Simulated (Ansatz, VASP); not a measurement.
## CsAgMoO4: VASP beside Ansatz

Aim: how closely do two programs agree when they are given the same cell, functional and k mesh? The cell is generated by rule, not measured, and may not be a known phase. The cell is taken from a series of runs on this material, whose earlier steps may have relaxed, scaled, displaced or heated it; both programs get it as it stands.

Method: plane waves, with VASP 6.6.1 beside it; relaxation of cell and atoms at PBE with D4, in Ansatz 0.2.0.

## (1) Starting point

Symmetry: I-4, No. 82, tetragonal system. The conventional cell has a = 6.218 Å, b = 6.218 Å, c = 7.971 Å, α = 90.00°, β = 90.00°, γ = 90.00°. Nearest to Cs lie 8 O at 3.15 to 3.29 Å. Nearest to Ag lie 4 O at 2.30 Å. Nearest to Mo lie 4 O at 1.78 Å. Nearest to O lie 1 Mo at 1.78 Å and 1 Ag at 2.30 Å and 2 Cs at 3.15 to 3.29 Å. Farther neighbours and most contacts between anions are not listed.

As a file:

```cif
data_structure
_symmetry_space_group_name_H-M 'P 1'
_symmetry_Int_Tables_number 1
_cell_length_a 5.9346
_cell_length_b 5.9346
_cell_length_c 5.9346
_cell_angle_alpha 116.811
_cell_angle_beta 116.811
_cell_angle_gamma 95.618
_cell_volume 154.12
loop_
_atom_site_label
_atom_site_type_symbol
_atom_site_fract_x
_atom_site_fract_y
_atom_site_fract_z
_atom_site_occupancy
Cs1 Cs 0.75000 0.25000 0.50000 1
Ag2 Ag 0.50000 0.50000 0.00000 1
Mo3 Mo 0.25000 0.75000 0.50000 1
O4 O 0.51289 0.07170 0.82483 1
O5 O 0.92830 0.75313 0.44119 1
O6 O 0.31194 0.48711 0.55881 1
O7 O 0.24687 0.68806 0.17517 1
```

## (2) VASP: relaxation of cell and atoms, PBE with D4, pair 1

The relaxed volume is the usual yardstick between codes: in a stiff, nearly cubic crystal its relative difference is about their pressure difference at one cell divided by the bulk modulus.

Lines of VASP's logs that name or quote its potential files are left out, and so is its time.

Contents of INCAR:

```
SYSTEM = CsAgMoO4
PREC = Accurate
ENCUT = 600
EDIFF = 1E-07
NELM = 120
ISMEAR = 0
SIGMA = 0.01
LREAL = .FALSE.
ALGO = Normal
GGA = PE
IVDW = 13
NBANDS = 36
LASPH = .TRUE.
LORBIT = 11
LWAVE = .FALSE.
LCHARG = .FALSE.
ISIF = 3
IBRION = 2
NSW = 80
EDIFFG = -0.005
GGA_COMPAT = .FALSE.
NELMIN = 4
EFERMI = MIDGAP
KPAR = 2
```

Contents of POSCAR:

```
CsAgMoO4
1.0
   -3.1091730000      3.1091730000      3.9857340000
    3.1091730000     -3.1091730000      3.9857340000
    3.1091730000      3.1091730000     -3.9857340000
Cs Ag Mo O
1 1 1 4
Direct
    0.7500000000      0.2500000000      0.5000000000
    0.5000000000      0.5000000000      0.0000000000
    0.2500000000      0.7500000000      0.5000000000
    0.5128894294      0.0716971895      0.8248299467
    0.9283029713      0.7531327572      0.4411924007
    0.3119405174      0.4871105706      0.5588077601
    0.2468672428      0.6880596435      0.1751702141
```

Contents of KPOINTS:

```
Automatic mesh
0
Gamma
4 4 4
0 0 0
```

The projector-augmented-wave data sets are Cs_sv, Ag, Mo_sv and O (PBE family, release 64).

Launch:

```sh
$ mpirun -np 2 vasp_std
```

Numbers of over 12 decimals in the logs are rounded to 6 here.

Output:

```text
[banner, memory and clock lines left out]
running    2 mpi-ranks, on    1 nodes
 distrk:  each k-point on    1 cores,    2 groups
 distr:  one band on    1 cores,    1 groups

 POSCAR found type information on POSCAR CsAgMoO
 POSCAR found :  4 types and       7 ions
 LDA part: xc-table for (Slater+PW92), standard interpolation
 POSCAR, INCAR and KPOINTS ok, starting setup
 FFT: planning ... GRIDC
 FFT: planning ... GRID_SOFT
 FFT: planning ... GRID
 WAVECAR not read
 entering main loop
       N       E                     dE             d eps       ncg     rms          rms(c)
DAV:   1     0.500875288510E+03    0.50088E+03   -0.33720E+04  1112   0.166E+03
DAV:   2    -0.187681690711E+02   -0.51964E+03   -0.50925E+03  1220   0.369E+02
DAV:   3    -0.566564064220E+02   -0.37888E+02   -0.37621E+02  1228   0.102E+02
DAV:   4    -0.572711274945E+02   -0.61472E+00   -0.61250E+00  1272   0.134E+01
DAV:   5    -0.572823914466E+02   -0.11264E-01   -0.11249E-01  1220   0.163E+00    0.600E+01
DAV:   6    -0.480621389787E+02    0.92203E+01   -0.66616E+01  1112   0.557E+01    0.130E+01
DAV:   7    -0.467247808796E+02    0.13374E+01   -0.22947E+01  1152   0.317E+01    0.176E+01
DAV:   8    -0.462508204991E+02    0.47396E+00   -0.14177E+00  1056   0.846E+00    0.651E+00
DAV:   9    -0.461991606269E+02    0.51660E-01   -0.29081E-01  1224   0.415E+00    0.171E+00
DAV:  10    -0.461972547870E+02    0.19058E-02   -0.37029E-02  1116   0.148E+00    0.437E-01
DAV:  11    -0.461991047355E+02   -0.18499E-02   -0.44871E-03  1172   0.449E-01    0.114E-01
DAV:  12    -0.461992863628E+02   -0.18163E-03   -0.12589E-03  1192   0.247E-01    0.126E-01
DAV:  13    -0.461992684217E+02    0.17941E-04   -0.24195E-04  1068   0.136E-01    0.237E-02
DAV:  14    -0.461992725892E+02   -0.41675E-05   -0.20896E-05  1168   0.362E-02    0.638E-03
DAV:  15    -0.461992724550E+02    0.13423E-06   -0.37070E-06  1200   0.144E-02    0.623E-03
DAV:  16    -0.461992724440E+02    0.10938E-07   -0.41811E-07  1040   0.440E-03
   1 F= -.47297645E+02 E0= -.47297645E+02  d E =-.472976E+02
[... from here on, the cycles between the ionic steps are left out ...]
   2 F= -.47297209E+02 E0= -.47297209E+02  d E =0.436357E-03
   3 F= -.47297971E+02 E0= -.47297971E+02  d E =-.325775E-03
  12 F= -.47298349E+02 E0= -.47298349E+02  d E =-.197295E-04
  13 F= -.47298362E+02 E0= -.47298362E+02  d E =-.326450E-04
  14 F= -.47298351E+02 E0= -.47298351E+02  d E =-.217057E-04
  15 F= -.47298364E+02 E0= -.47298364E+02  d E =-.345334E-04
  16 F= -.47298369E+02 E0= -.47298369E+02  d E =-.555212E-05
  17 F= -.47298380E+02 E0= -.47298380E+02  d E =-.168092E-04
  18 F= -.47298379E+02 E0= -.47298379E+02  d E =-.156178E-04
  19 F= -.47298384E+02 E0= -.47298384E+02  d E =-.199795E-04
  20 F= -.47298391E+02 E0= -.47298391E+02  d E =-.733326E-05
  21 F= -.47298397E+02 E0= -.47298397E+02  d E =-.135032E-04
 curvature:  -1.15 expect dE=-0.107E-04 dE for cont linesearch -0.139E-05
 ZBRENT: interpolating
 opt :   0.7509  next Energy=   -47.298398 (dE=-0.143E-04)
 bond charge predicted
       N       E                     dE             d eps       ncg     rms          rms(c)
DAV:   1    -0.461944745985E+02   -0.85320E-04   -0.36029E-04  1008   0.128E-01    0.233E-02
DAV:   2    -0.461944722341E+02    0.23644E-05   -0.10745E-05  1184   0.237E-02    0.687E-03
DAV:   3    -0.461944715045E+02    0.72966E-06   -0.13123E-06  1212   0.627E-03    0.339E-03
DAV:   4    -0.461944712932E+02    0.21129E-06   -0.20963E-07   764   0.377E-03    0.204E-03
DAV:   5    -0.461944710892E+02    0.20397E-06   -0.83720E-08   508   0.208E-03    0.579E-04
DAV:   6    -0.461944710517E+02    0.37546E-07   -0.14879E-08   504   0.750E-04
  22 F= -.47298398E+02 E0= -.47298398E+02  d E =-.143202E-04
 curvature:  -0.64 expect dE=-0.275E-05 dE for cont linesearch -0.332E-08
 trial: gam= 0.16640 g(F)=  0.391E-05 g(S)=  0.366E-06 ort =-0.604E-06 (trialstep = 0.334E+00)
 search vector abs. value=  0.604E-05
 reached required accuracy - stopping structural energy minimisation
```

From OUTCAR (step 2):

```text
ion  position               nearest neighbor table
   1  0.750  0.250  0.500-
   2  0.500  0.500  0.000-   4 2.30   6 2.30   5 2.30   7 2.30
   3  0.250  0.750  0.500-   5 1.78   7 1.78   4 1.78   6 1.78
   4  0.513  0.072  0.825-   3 1.78   2 2.30
   5  0.928  0.753  0.441-   3 1.78   2 2.30
   6  0.312  0.487  0.559-   3 1.78   2 2.30
   7  0.247  0.688  0.175-   3 1.78   2 2.30

  LATTYP: Found a body centered tetragonal cell.
 ALAT       =     6.2183460000
 C/A-ratio  =     1.2819273807

 Subroutine GETGRP returns: Found  4 space group operations
 (whereof  4 operations were pure point group operations)

The static configuration has the point symmetry S_4 .

 Found     14 irreducible k-points:

   k-points           NKPTS =     14   k-points in BZ     NKDIM =     14   number of bands    NBANDS=     36

   dimension x,y,z NGX =    48 NGY =   48 NGZ =   48
   dimension x,y,z NGXF=    96 NGYF=   96 NGZF=   96

   ENCUT  =  600.0 eV  44.10 Ry    6.64 a.u.  11.85 11.85 11.85*2*pi/ulx,y,z

   NELECT =      58.0000    total number of electrons

 k-points in reciprocal lattice and weights: Automatic mesh
   0.00000000  0.00000000  0.00000000       0.016
   0.25000000  0.00000000 -0.00000000       0.125
   0.50000000  0.00000000 -0.00000000       0.062
   0.25000000  0.25000000 -0.00000000       0.125
   0.50000000  0.25000000  0.00000000       0.125
  -0.25000000  0.50000000 -0.00000000       0.125
  -0.25000000  0.25000000  0.00000000       0.062
   0.50000000  0.50000000 -0.00000000       0.031
   0.25000000  0.25000000  0.25000000       0.031
[...]
-0.25000000 -0.25000000  0.25000000       0.031
   0.50000000  0.50000000  0.50000000       0.016

 average (electrostatic) potential at core
       1 -48.6692       2 -75.7162       3 -81.3029       4 -73.6685       5 -73.6685
       6 -73.6685       7 -73.6685

 E-fermi :   2.0523

 k-point     1 :       0.0000    0.0000    0.0000
  band No.  band energies     occupation
    ...
     25      -0.7043      2.00000
     26      -0.3594      2.00000
     27      -0.1236      2.00000
     28      -0.1236      2.00000
     29      -0.0366      2.00000
     30       3.8156      0.00000
     31       4.2717      0.00000
     32       4.3422      0.00000
     33       5.6104      0.00000
     34       5.6104      0.00000
    ...

 k-point     2 :       0.2500    0.0000   -0.0000
  band No.  band energies     occupation
    ...
     25      -0.5979      2.00000
     26      -0.3608      2.00000
     27      -0.0948      2.00000
     28       0.0594      2.00000
     29       0.2874      2.00000
     30       4.0427      0.00000
     31       4.3194      0.00000
     32       4.4454      0.00000
     33       5.6807      0.00000
     34       5.7446      0.00000
    ...

 k-point     3 :       0.5000    0.0000   -0.0000
  band No.  band energies     occupation
    ...
     25      -0.5972      2.00000
     26      -0.3793      2.00000
     27      -0.0764      2.00000
     28       0.1532      2.00000
     29       0.6795      2.00000
     30       3.9888      0.00000
     31       4.3291      0.00000
     32       5.0832      0.00000
     33       5.7688      0.00000
     34       5.8711      0.00000
    ...

  DFT-D4 for vdW energy calculation

  Edisp (eV):   -1.10393

  Total       0.00267     0.00267     0.00623     0.00000    -0.00000    -0.00000
  in kB       0.02793     0.02793     0.06514     0.00000    -0.00000    -0.00000
  external pressure =        0.04 kB  Pullay stress =        0.00 kB

  energy-cutoff  :      600.00
  volume of cell :      153.29
      direct lattice vectors                 reciprocal lattice vectors
    -3.103688018  3.103688080  3.978286181     0.000000002  0.161098665  0.125682260
     3.103688018 -3.103688080  3.978286181     0.161098665 -0.000000002  0.125682260
     3.103688080  3.103688018 -3.978286181     0.161098666  0.161098663  0.000000000

 POSITION                                       TOTAL-FORCE (eV/Angst)
 -----------------------------------------------------------------------------------
      0.00000      3.10369      1.98914         0.000000      0.000000     -0.000000
      0.00000      0.00000      3.97829         0.000000      0.000000     -0.000000
      3.10369     -0.00000      1.98914         0.000000      0.000000     -0.000000
      1.19235      3.93395     -0.95278        -0.001417      0.003919      0.001708
      0.83026      1.91134      4.93107         0.003919      0.001417     -0.001708
      2.27343      1.19235      0.95278        -0.003919     -0.001417     -0.001708
      1.91134     -0.83026      3.02551         0.001417     -0.003919      0.001708
 -----------------------------------------------------------------------------------
    total drift:                               -0.001263     -0.000993     -0.000001

  FREE ENERGIE OF THE ION-ELECTRON SYSTEM (eV)
  ---------------------------------------------------
  free  energy   TOTEN  =       -47.2983979432 eV

  energy  without entropy=      -47.2983979432  energy(sigma->0) =      -47.29839794

 reached required accuracy - stopping structural energy minimisation

 total charge
# of ion       s       p       d       tot
------------------------------------------
    1        1.832   4.712   0.031   6.575
    2        0.215   0.186   9.343   9.745
    3        2.454   6.357   4.059  12.870
    4        1.577   3.413   0.000   4.990
    5        1.577   3.413   0.000   4.990
    6        1.577   3.413   0.000   4.990
    7        1.577   3.413   0.000   4.990
--------------------------------------------------
tot         10.808  24.909  13.432  49.150

[... 3 further parts left out ...]
```

This run has no spin polarisation, so a moment on Mo, if there is one, isn't seen. The run keeps the 4 symmetry operations of its start, so it cannot find a distortion of lower symmetry.

(Part 1 of 3 ends here.)

[Lines on the potential files, build, host, timing and source positions are cut from VASP's logs without a mark.]

[Logs are printed without paths, hosts, clocks, repeated set-up lines and the standing remarks that a program may print on its own settings, such as how far it seeks lower states.]

[Hosts, paths, dates, database ids (printed as entryN), source tags and the programs' standing remarks are cut or masked in the printed files.]
